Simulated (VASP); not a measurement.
Here is the system:

```
CELL_PARAMETERS angstrom
      0.00000     1.91488     1.91488
      1.91488     0.00000     1.91488
      1.91488     1.91488     0.00000
ATOMIC_POSITIONS crystal
  Rh 0.00000 0.00000 0.00000
```

Method: PBE GGA, VASP's PBE PAW potentials (set 64) (plane waves; VASP). Settings: PREC = Normal, EDIFF = 1E-5, 400 eV cut-off, 18×18×18 Γ-centred mesh, first-order Methfessel-Paxton smearing of 0.10 eV, potentials Rh_pv.

### Question
Give the stress tensor in GPa (positive for a compressed cell).

### Answer

```
-1.53   0.00   0.00
 0.00  -1.53   0.00
 0.00   0.00  -1.53
```
The pressure is its mean diagonal, -1.53 GPa.

The compound is Rh in the fcc structure. It was relaxed first.
